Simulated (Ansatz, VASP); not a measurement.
## Two plane-wave programs on NbInSe4

Contents of INCAR:

```
PREC     = Accurate       # precision mode
ENCUT    = 520            # plane-wave cutoff, eV
EDIFF    = 1E-6           # SCF threshold, eV
ISMEAR   = 0              # smearing method
SIGMA    = 0.1            # smearing width, eV
LREAL    = F              # projectors in reciprocal space
LASPH    = T              # aspherical terms in the spheres
NELM     = 60             # most SCF steps
ALGO     = Normal         # electronic algorithm
ISIF     = 2              # what is computed and relaxed
LWAVE    = F              # write WAVECAR
LCHARG   = F              # write CHGCAR
GGA      = PE             # functional
NBANDS   = 34             # bands
```

The input KPOINTS:

```
regular mesh
0
Gamma
  4 4 4
```

POSCAR

```
NbInSe4
1.0
    0.0000000000      4.1682059900      4.1682059900
    4.1682059900      0.0000000000      4.1682059900
    4.1682059900      4.1682059900      0.0000000000
Nb In Se
1 1 4
Direct
    0.5000000000      0.5000000000      0.5000000000
    0.2500000000      0.2500000000      0.2500000000
    0.8761717800      0.3714846700      0.8761717800
    0.8761717800      0.8761717800      0.3714846700
    0.8761717800      0.8761717800      0.8761717800
    0.3714846700      0.8761717800      0.8761717800
```

Input for Ansatz:

```yaml
crystal:
  lattice:
    - [0.0, 4.16820599, 4.16820599]
    - [4.16820599, 0.0, 4.16820599]
    - [4.16820599, 4.16820599, 0.0]
  atoms:
    - { symbol: Nb, position: [0.5, 0.5, 0.5] }
    - { symbol: In, position: [0.25, 0.25, 0.25] }
    - { symbol: Se, position: [0.87617178, 0.37148467, 0.87617178] }
    - { symbol: Se, position: [0.87617178, 0.87617178, 0.37148467] }
    - { symbol: Se, position: [0.87617178, 0.87617178, 0.87617178] }
    - { symbol: Se, position: [0.37148467, 0.87617178, 0.87617178] }
basis:
  ecutwfc: 420
kpoints:
  mp_grid: { grid: [4, 4, 4] }
hamiltonian:
  xc: pbe
scf:
  occupations: { method: gaussian, width: 0.1 }
  lower_state_search: "off"
output:
  forces: true
  stress: true
  eigenvalues: true
```

Change from the starting cell: species swapped into the DyCdNi4 type (F-43m, No. 216).

Alike in both runs: task single point; functional PBE; k mesh 4 × 4 × 4; occupations gaussian, width 0.1 eV; no spin polarisation.

|  | VASP | Ansatz |
| --- | --- | --- |
| version | VASP 6.6.1 | Ansatz 0.2.0 |
| potentials or method | VASP PAW PBE potentials, release 64 (Nb_sv, In_d, Se) | scalar-relativistic, plane waves, PAW |
| plane-wave cutoff (eV) | 520 | 420 |
| valence electrons in the cell | 50 | 90 |

```csv
,VASP,Ansatz,Ansatz less VASP
gap on the k mesh at the Fermi level (eV),none,none,-
pressure (GPa),-4.9,-4.9,+0.01
rms of the force components (eV/Å),0.132,0.132,-0.0006
```

Atom by atom the forces differ by 0.001 eV/Å (rms over components). A gap of «none» marks a metal or a gap that the smearing closes. With one functional, cell and mesh, what is left measures potentials, basis and numerics. The two sets of potentials don't hold the same shells in valence.
